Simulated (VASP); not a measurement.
Data:

```
CSi
1.0
    1.47562    -2.55584     0.00000
    1.47562     2.55584     0.00000
    0.00000     0.00000     4.84071
Si C
2 2
Direct
  0.66667   0.33333   0.49963
  0.33333   0.66667   0.99963
  0.66667   0.33333   0.87537
  0.33333   0.66667   0.37537
```

Method: LDA (Ceperley-Alder, Perdew-Zunger), VASP's LDA PAW potentials (set 64) (plane waves; VASP). Run with 620 eV cut-off, 9×9×5 Γ-centred mesh, Gaussian smearing of 0.050 eV, potentials Si C.

Q: What does the run give for the energy per atom (σ→0), pressure, band gap (on the k-mesh) with the smallest direct gap where there is one?

A: 
```json
{
  "band gap (on the k-mesh)": "1.92 eV",
  "smallest direct gap (on the k-mesh)": "4.16 eV",
  "energy per atom (σ→0)": "-8230 meV/atom",
  "pressure": "30.04 GPa"
}
```

The absolute energy has meaning only against runs of the same code, potentials and settings.

The compound is SiC in the wurtzite structure, the rare 2H polytype. It was relaxed first under an external pressure of 30 GPa.
